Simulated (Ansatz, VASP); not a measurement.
**Cross-check of CoO between VASP and Ansatz**

Wanted: the spread between two codes on one cell, functional and k mesh. The cell comes out of the VASP series on this material, whose earlier steps may have relaxed, scaled or displaced it; both programs get it as it stands.

Calculated with Ansatz 0.2.0; plane waves, with VASP 6.6.1 beside it; zone-centre phonons at PBEsol, DFT+U.

**1. Starting point**

The structure is cubic, space group Fm-3m (No. 225). Conventional cell: a = 4.175 Å, b = 4.175 Å, c = 4.175 Å, α = 90.00°, β = 90.00°, γ = 90.00°. Nearest to Co lie 6 O at 2.09 Å. Nearest to O lie 6 Co at 2.09 Å. Farther neighbours and most contacts between anions are not listed.

**2. Ansatz: zone-centre phonons, PBEsol, DFT+U**

Ansatz runs on its default PAW (the set named soft_2) files.

Second derivatives magnify differences that forces hide, and they need a tight electronic threshold.

The input, input.yaml:

```yaml
crystal:
  lattice:
    - [0.0, 2.0872770755, 2.0872770755]
    - [2.0872770755, 0.0, 2.0872770755]
    - [2.0872770755, 2.0872770755, 0.0]
  atoms:
    - { symbol: Co, position: [0.0, 0.0, 0.0], spin: 2.742 }
    - { symbol: O, position: [0.5, 0.5, 0.5], spin: 0.257 }
hamiltonian:
  xc: pbesol
  pseudopotentials: { kind: paw }
  hubbard: { sites: [{ species: Co, l: d, u_eff: 4.0 }] }
magnetization:
  spin_polarized: true
kpoints:
  mp_grid: { grid: [16, 16, 16] }
scf:
  occupations: { method: methfessel_paxton, width: 0.2 }
phonons:
  method: dfpt
  qpoints: [[0, 0, 0]]
```

On the command line:

```
$ ansatz run input.yaml --threads 4 --pin off --max-ram 9216MiB --backend cpu --events-out ev --progress --plain --runs-dir out
```

Numbers of over 12 decimals in the logs are rounded to 6 here.

Log:

```text
Co: projections on atomic orbitals take those of the free atom [Ne] 3s2 3p6 3d7 4s2, of charge +0.00 (hamiltonian.pseudopotentials.projection_atoms); the dataset's partial waves leave at most 1.4e-6 of an orbital's norm unspanned inside its sphere
O: projections on atomic orbitals take those of the free atom [He] 2s2 2p4, of charge +0.00 (hamiltonian.pseudopotentials.projection_atoms); the dataset's partial waves leave at most 1.9e-8 of an orbital's norm unspanned inside its sphere
Engine: ansatz 0.2.0, aarch64-unknown-linux-gnu
Pseudopotentials: kind: paw
Pseudopotential: Co, paw, valence charge 17, recommended cutoff 420 eV (normal), Co.paw.azcp
Pseudopotential: O, paw, valence charge 6, recommended cutoff 420 eV (normal), O.paw.azcp
Functional definition: PBEsol
  exchange = pbesol_x
  correlation = pbesol_c
Crystal: 2 atoms, lattice volume = 18.187 Å³
Basis set: ecut = 420 eV, 339 PW (Γ), exchange–correlation on 40×40×40 points (8 copies of the dense FFT grid, shifted against one another)
Bands: 17, of which v1, the nominal top of the filled ones, is band 12 counted from 1 (11 counted from 0)
Symmetry: 48 space group operations
Space group: Fm-3m (ITA 225), of the structure as read, at distance tolerance 2.6e-5 Å
Magnetic group: BNS 225.116 (UNI 1618), of the structure as read, at distance tolerance 2.6e-5 Å
k-points: 145 of 4096
Non-local potential: Co, projectors of the file, l = 0: 3, l = 1: 2, l = 2: 3, l = 3: 1
Non-local potential: O, projectors of the file, l = 0: 2, l = 1: 2, l = 2: 1
PAW form: soft (Blöchl's): semilocal exchange-correlation on the pseudo side does not see the compensation charge
PAW frozen core: Co, regenerated for the run's functional, and the local potential with it (the file was generated under x = pbe(κ = 0.804, μ = 0.219515), c = pbe(β = 0.066725))
PAW frozen core: O, regenerated for the run's functional, and the local potential with it (the file was generated under x = pbe(κ = 0.804, μ = 0.219515), c = pbe(β = 0.066725))
PAW one-centre angular grid: Co, 590 points (default); XC on 64 Gauss nodes
PAW one-centre angular grid: O, 110 points (default); XC on 64 Gauss nodes
Initial density: superposition of atomic densities (chi_scale 0.1, normalization cell, long waves kept (reshape's long-wave potential 0.00 eV rms))
Starting moments: Σ|m| = 2.999 μB on 2 of 2 sites
Initial wavefunctions: pseudopotential atomic-orbital guess
Functional: x = pbesol(κ = 0.804, μ = 0.123457), c = pbesol(β = 0.046)
SCF 1 converged in 22 iterations: F = -5650.524868 eV  dr2 = 1.62e-9
  greatest PAW one-centre occupation: 1.003 electrons in one spin orbital (limit 2), on the Co atom at site 0 (counted from 0), in its partial waves of l = 1
Initial density: read from a saved state, or passed on in memory by an earlier SCF of this step, an earlier step, the calling program or the single point that the run made first
Starting moments: Σ|m| = 2.999 μB on 2 of 2 sites; this step starts from the density that it was given
Initial wavefunctions: those read from a saved state, or passed on in memory by an earlier step or the calling program
SCF 2 converged in 2 iterations: F = -5650.537460 eV  dr2 = 6.38e-6
Symmetry: 8 space group operations
k-points: 554 of 4096
Symmetry: 12 space group operations
k-points: 417 of 4096
SCF 3 converged in 6 iterations: F = -5651.260304 eV  dr2 = 3.98e-8
  greatest PAW one-centre occupation: 1.004 electrons in one spin orbital (limit 2), on the Co atom at site 0 (counted from 0), in its partial waves of l = 1
SCF 4 converged in 2 iterations: F = -5651.260298 eV  dr2 = 4.59e-9
SCF 5 converged in 2 iterations: F = -5651.260304 eV  dr2 = 3.91e-9
Symmetry: 4 space group operations
k-points: 1098 of 4096
k-points: 1098 of 4096 (irreducible under 2 space group operations, time reversal used)
Stability of the state it starts from, as read at its close in the collinear treatment: not read, because cold or Methfessel-Paxton smearing, or corrected tetrahedra, fill the levels in a way that the test cannot read (fill_not_monotonic); nothing settles its magnetic order
iter 1 solved again at ethr=9.63e-9 eV; its pass at ethr=3.10e-3 eV (dr2=2.21e-6 eV) is discarded
SCF iter   1: F=—  HF=-5651.260298 eV  |F-HF|=—  |Δ(HF+E_count)|=         —  Δρ=6.06e-6 (↑6.06e-6 ↓4.08e-6)  dr2=4.74e-9  dr2_m=2.21e-9  M=3.000 μB ∫|m|=3.007 μB  β_m=0.30  ethr=9.63e-9  ⟨swp⟩=3.5  Hψ=271557  notcnv=0
preconditioner: auto → none  [insulator: Δε(μ)=1.223 eV  Ē_g=15.403 eV  σ=0.200 eV  W_gap=1.00  n_scr=8 (ndim 8)  ℏωp=33.7 eV  f_vac=0.000  D(μ)=-0.00/eV (n_scr^D=0)  ε∞_Penn≈5.8]
SCF iter   2: F=—  HF=-5651.260298 eV  |F-HF|=—  |Δ(HF+E_count)|=   1.52e-9  S|Δr|=    0.00e0  Δρ=3.36e-6 (↑3.26e-6 ↓3.36e-6)  dr2=1.14e-9  dr2_m=1.18e-9  M=3.000 μB ∫|m|=3.007 μB  β_m=0.44  ethr=2.06e-11  ⟨swp⟩=2.0  Hψ=54095  notcnv=0
SCF iter   3: F=—  HF=-5651.260298 eV  |F-HF|=—  |Δ(HF+E_count)|=   1.18e-9  S|Δr|=    0.00e0  Δρ=1.93e-6 (↑1.93e-6 ↓1.87e-6)  dr2=9.27e-10  dr2_m=2.96e-10  M=3.000 μB ∫|m|=3.007 μB  β_m=0.46  ethr=4.95e-12  ⟨swp⟩=2.0  Hψ=53056  notcnv=0
SCF iter   4: F=—  HF=-5651.260298 eV  |F-HF|=—  |Δ(HF+E_count)|=  3.43e-10  S|Δr|=    0.00e0  Δρ=1.02e-6 (↑3.43e-7 ↓1.02e-6)  dr2=4.91e-11  dr2_m=5.66e-11  M=3.000 μB ∫|m|=3.007 μB  β_m=0.62  ethr=4.03e-12  ⟨swp⟩=2.4  Hψ=51423  notcnv=0
SCF iter   5: F=—  HF=-5651.260298 eV  |F-HF|=—  |Δ(HF+E_count)|=  1.55e-10  S|Δr|=    0.00e0  Δρ=6.92e-7 (↑1.51e-7 ↓6.92e-7)  dr2=2.64e-11  dr2_m=2.07e-11  M=3.000 μB ∫|m|=3.007 μB  β_m=0.81  ethr=1.00e-12  ⟨swp⟩=1.1  Hψ=38451  notcnv=0
SCF iter   6: F=-5651.260298 eV  HF=-5651.260298 eV  |F-HF|=2.73e-12  |Δ(HF+E_count)|=  1.00e-10  S|Δr|=    0.00e0  Δρ=1.47e-7 (↑5.62e-8 ↓1.47e-7)  dr2=8.75e-13  dr2_m=1.33e-12  M=3.000 μB ∫|m|=3.007 μB  ethr=1.00e-12  ⟨swp⟩=3.5  Hψ=155744  notcnv=0
SCF 6 converged in 6 iterations: F = -5651.260298 eV  dr2 = 8.75e-13
this state was not tested for a lower state beside it, because cold or Methfessel-Paxton smearing, or corrected tetrahedra, fill the levels in a way that the test cannot read (fill_not_monotonic; see scf.lower_state_search)
DFPT response loops at Γ: preconditioner auto → Kerker (q_TF=auto, 2.837 Å⁻¹) (partly filled bands, converged f_vac=0.000); β = 1.00, the filter's whole step (`scf.mixing.beta` (0.30) is not read by the response loops under this deck's `scf.mixing.preconditioner`; to damp them name `kerker` or `kerker_dos`, under which they read `scf.mixing.beta`, and type it under 1.00, their step now; both keys bind the ground state too); Broyden in place of MSR1
SCF converged after 6 iterations
Magnetization: 3.0000 μB (13.0000 up, 10.0000 down)
Absolute magnetization: 3.0054 μB (∫|ρ↑−ρ↓|, with the PAW one-centre terms)
Spin contamination: 0.0033 ħ² per cell (⟨S²⟩ above its minimum at these occupations)
Per-site moments (μB) at R_I (Å): [(2.581454, 0.861002), (0.238699, 0.861002)]
Free energy (F): -5651.260298 eV
Harris-Foulkes:  -5651.260298 eV  (|F-HF|=2.73e-12)
Internal energy: -5651.260298 eV  (E = F + TS)
E sigma→0 (E₀):  -5651.260298 eV
Entropy (-TS):   0.000000 eV (0.000 meV/atom)
Fermi energy:    15.239262 eV
Step filling:    the computed levels leave a gap of 1.2229 eV = 6.1 smearing widths at the electron count; against every level under it full and every level over it empty, smearing changes F+E_penalty+E_count by +7.31e-6 meV and its σ→0 estimate by -3.36e-5 meV
--- Per-component energies (eV) ---
  E_band       = -295.816754
  E_kinetic    = 619.064828
  E_local      = -3339.462814  (includes V_loc(G=0)·N_el)
  E_nonlocal   = 516.906594
  E_hartree    = 1370.724434
  E_xc         = -227.127928
  E_vxc        = -293.428870  (∫ρ·V_xc dr)
  E_hubbard    = 0.653304  (on-site DFT+U / exact-exchange correction)
  E_vhub       = -13.274814  (the Hubbard potential's part of the band-sum identity)
  E_paw        = -1638.906021  (= ΣΔE_a)
  E_vpaw       = -527.073050  (= ΣTr[D̂ρ^β])
  E_aug_tail   = 0.002549  (compensation charges beyond the density's cutoff)
  E_ewald      = -2953.338951
  E_core_change = 0.223707  (= ΣΔE_core)
  E_smearing   = 0.000000  (= −TS)
  E_closure    = -0.000000  (closes the sum)
  Σ components = -5651.260298   (vs F -5651.260298, Δ=0.00e0)
--- Band table (eV; the first three rows and the last of 2196) ---
  k-point 0 ↑: bands = [... 8 lower, 9.9737, 9.9737, 11.9133, 11.9712, 11.9712, 16.2156, 31.5711, 32.9830, ... 1 higher]
  k-point 1 ↑: bands = [... 8 lower, 9.8747, 9.9785, 11.7740, 12.0819, 12.1409, 16.5306, 30.7436, 32.9060, ... 1 higher]
  k-point 2 ↑: bands = [... 8 lower, 9.5514, 10.0385, 11.4594, 12.4744, 12.5472, 17.2775, 29.3249, 32.4661, ... 1 higher]
  k-point 1097 ↓: bands = [... 8 lower, 12.8156, 12.9713, 16.7649, 17.2286, 17.8314, 24.5073, 25.8206, 25.8470, ... 1 higher]
Occupation matrices written to <dir>
--- Phonons (Γ-DFPT): 2 representative perturbations + reference, on 1098 of 4096 k-points (Σ response iterations 13) ---
  k mesh reduced under 2 symmetry operations, with k and −k counted as one. Each operation leaves every solved perturbation unchanged. A smaller set is not considered because the run has a Hubbard term
  ASR residual: 2.908e-5 → 0.000e0 eV/Å²; symmetrization residual: 8.154e-6 eV/Å²
  ASR residual per site (eV/Å²): 2.54e-5 2.91e-5
  Γ frequencies (cm⁻¹): 0.00 0.00 0.00 317.17 383.35 383.35
  non-analytic LO–TO correction: not included (Born effective charges unavailable; polar crystals: no LO–TO splitting at Γ)
--- Phonons (arbitrary-q DFPT): 1 explicit q-point ---
  q = [0, 0, 0] (of the zone-centre solve; hermiticity 2.68e-6, symmetrization 1.03e-13): -0.00 0.00 0.00 317.17 383.35 383.35
  sum rule: each row above includes the acoustic sum rule's correction from the zone centre's row sums; it moved no ω² by more than (0.70 cm⁻¹)²
```

Elapsed: 2.9 min, on 4 threads of Arm Neoverse V1, shared host; peak memory 2.1 GiB.

(Part 1 of 2 ends here.)

[Lines on the potential files, build, host, timing and source positions are cut from VASP's logs without a mark.]

[Logs are printed without paths, hosts, clocks, repeated set-up lines and the standing remarks that a program may print on its own settings, such as how far it seeks lower states.]

[Hosts, paths, dates, database ids (printed as entryN), source tags and the programs' standing remarks are cut or masked in the printed files.]
